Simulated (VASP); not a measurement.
Output of a VASP run:

**OSZICAR**
```
...
   6 F= -.12851612E+02 E0= -.12851612E+02  d E =-.313726E-02
       N       E                     dE             d eps       ncg     rms          rms(c)
DAV:   1    -0.128518584027E+02   -0.24606E-03   -0.36747E-02   640   0.980E-01    0.658E-02
DAV:   2    -0.128517943535E+02    0.64049E-04   -0.30283E-04   744   0.145E-01    0.215E-02
DAV:   3    -0.128517871746E+02    0.71788E-05   -0.23190E-05   704   0.308E-02    0.210E-02
DAV:   4    -0.128517863930E+02    0.78166E-06   -0.30787E-06   504   0.849E-03
   7 F= -.12851786E+02 E0= -.12851786E+02  d E =-.173932E-03
       N       E                     dE             d eps       ncg     rms          rms(c)
DAV:   1    -0.128529018182E+02   -0.11146E-02   -0.33033E-01   640   0.293E+00    0.196E-01
DAV:   2    -0.128523253946E+02    0.57642E-03   -0.27503E-03   752   0.434E-01    0.653E-02
DAV:   3    -0.128522601510E+02    0.65244E-04   -0.20985E-04   688   0.929E-02    0.633E-02
DAV:   4    -0.128522484981E+02    0.11653E-04   -0.27722E-05   720   0.255E-02    0.165E-02
DAV:   5    -0.128522464748E+02    0.20233E-05   -0.14312E-05   712   0.293E-02    0.122E-02
DAV:   6    -0.128522465884E+02   -0.11364E-06   -0.66984E-07   320   0.546E-03
   8 F= -.12852247E+02 E0= -.12852247E+02  d E =-.634128E-03
       N       E                     dE             d eps       ncg     rms          rms(c)
DAV:   1    -0.128555187371E+02   -0.32723E-02   -0.13203E+00   640   0.586E+00    0.389E-01
DAV:   2    -0.128532128303E+02    0.23059E-02   -0.11055E-02   752   0.863E-01    0.130E-01
DAV:   3    -0.128529488557E+02    0.26397E-03   -0.84862E-04   688   0.187E-01    0.127E-01
DAV:   4    -0.128528981076E+02    0.50748E-04   -0.10849E-04   720   0.513E-02    0.335E-02
DAV:   5    -0.128528871213E+02    0.10986E-04   -0.58578E-05   760   0.589E-02    0.243E-02
DAV:   6    -0.128528874571E+02   -0.33579E-06   -0.27761E-06   456   0.109E-02
   9 F= -.12852887E+02 E0= -.12852887E+02  d E =-.127500E-02
       N       E                     dE             d eps       ncg     rms          rms(c)
DAV:   1    -0.128635742762E+02   -0.10687E-01   -0.52670E+00   640   0.117E+01    0.771E-01
DAV:   2    -0.128543341482E+02    0.92401E-02   -0.44543E-02   752   0.171E+00    0.258E-01
DAV:   3    -0.128532820747E+02    0.10521E-02   -0.34729E-03   688   0.379E-01    0.251E-01
DAV:   4    -0.128530812094E+02    0.20087E-03   -0.41074E-04   720   0.104E-01    0.699E-02
DAV:   5    -0.128530298779E+02    0.51332E-04   -0.24308E-04   760   0.119E-01    0.480E-02
DAV:   6    -0.128530310824E+02   -0.12045E-05   -0.12022E-05   680   0.220E-02    0.467E-02
DAV:   7    -0.128530307538E+02    0.32856E-06   -0.21846E-07   320   0.314E-03
  10 F= -.12853031E+02 E0= -.12853031E+02  d E =-.141829E-02
       N       E                     dE             d eps       ncg     rms          rms(c)
DAV:   1    -0.128547753971E+02   -0.17443E-02   -0.83323E-01   640   0.469E+00    0.332E-01
DAV:   2    -0.128533707053E+02    0.14047E-02   -0.69416E-03   736   0.708E-01    0.109E-01
DAV:   3    -0.128532050361E+02    0.16567E-03   -0.52269E-04   696   0.148E-01    0.100E-01
DAV:   4    -0.128531667815E+02    0.38255E-04   -0.71256E-05   720   0.406E-02    0.250E-02
DAV:   5    -0.128531577056E+02    0.90759E-05   -0.32542E-05   752   0.448E-02    0.192E-02
DAV:   6    -0.128531577317E+02   -0.26083E-07   -0.15692E-06   416   0.808E-03
  11 F= -.12853158E+02 E0= -.12853158E+02  d E =-.154527E-02
```

### OUTCAR
```
------------------------ aborting loop because EDIFF is reached ----------------------------------------
  FORCE on cell =-STRESS in cart. coord.  units (eV):
  Direction    XX          YY          ZZ          XY          YZ          ZX
  --------------------------------------------------------------------------------------
  Total        0.0686778      0.0686777     -0.0891750      0.0000000      0.0000000     -0.0000000
  in kB        0.6128380      0.6128379     -0.7957429      0.0000000      0.0000000     -0.0000000
  external PRESSURE =       0.1433110 kB  Pullay stress =       0.0000000 kB
  volume of cell :      179.55
      direct lattice vectors                 reciprocal lattice vectors
     4.507977382  0.000000000  0.000000000     0.221828975  0.128073027  0.000000000
    -2.253988691  3.904022656 -0.000000000     0.000000000  0.256146055  0.000000000
    -0.000000000  0.000000000 10.202036678    -0.000000000  0.000000000  0.098019644
 POSITION                                       TOTAL-FORCE (eV/Angst)
 -----------------------------------------------------------------------------------
      0.79174      1.37133     -0.00000         0.001596      0.002765     -0.000000
      2.92450      0.00000      3.40068        -0.003192      0.000000      0.000000
     -1.46225      2.53269      6.80136         0.001596     -0.002765     -0.000000
      1.03069      1.78521      5.10102        -0.000037     -0.000064     -0.000000
      2.44659      0.00000      8.50169         0.000073     -0.000000      0.000000
      3.28468      2.11881      1.70034        -0.000037      0.000064      0.000000
 -----------------------------------------------------------------------------------
    total drift:                                0.001223     -0.001880      0.000025
  FREE ENERGIE OF THE ION-ELECTRON SYSTEM (eV)
  ---------------------------------------------------
  free  energy   TOTEN  =       -12.8531577317 eV

  energy  without entropy=      -12.8531577306  energy(sigma->0) =      -12.85315773

 reached required accuracy - stopping structural energy minimisation
```
(Selected blocks of OUTCAR.)

**POSCAR**
```
HgTe
1
    4.5253893802    -0.0000000000     0.0000000000
   -2.2626946901     3.9191018849    -0.0000000000
    0.0000000000    -0.0000000000    10.1749769664
Hg Te
3 3
Direct
  0.3380434824   0.3380434824   0.0000000000
  0.6619565176   0.0000000000   0.3333330000
  0.0000000000   0.6619565176   0.6666670000
  0.4600639523   0.4600639523   0.5000000000
  0.5399360477   0.0000000000   0.8333330000
  1.0000000000   0.5399360477   0.1666670000
```

Problem. Write an INCAR and KPOINTS that could have produced this output.

Solution. One answer among several that fit: the input of the run itself, PBEsol GGA, plane waves, VASP's PBE PAW potentials (set 64).

### KPOINTS
```
kpoints
0
gamma
  5 5 2
0 0 0
```

INCAR:
```
PREC = Accurate
LASPH = .TRUE.
ALGO = Normal   ! blocked Davidson
LMAXMIX = 6   ! l cut-off of mixed one-centre charges
EDIFFG = -0.02
SYSTEM = HgTe
SIGMA = 0.05
IBRION = 2   ! conjugate gradients
NELM = 100   ! most electronic steps
NSW = 60   ! most ionic steps
LREAL = .FALSE.   ! projection in real space or not
ENCUT = 400
ISMEAR = 0
GGA = PS   ! PBEsol
LCHARG = .FALSE.
ISIF = 3
EDIFF = 1E-6   ! SCF stop (eV)
LWAVE = .FALSE.
```

POTCAR, in this order: Hg Te (PBE.64 set). Program: vasp_std.

The structure comes from a computed database's HgTe entry (P3_121); how it stands against other phases isn't given here. This run relaxes it. Symmetry was kept, so distortions that lower it aren't found. The start is the result of an earlier pass.
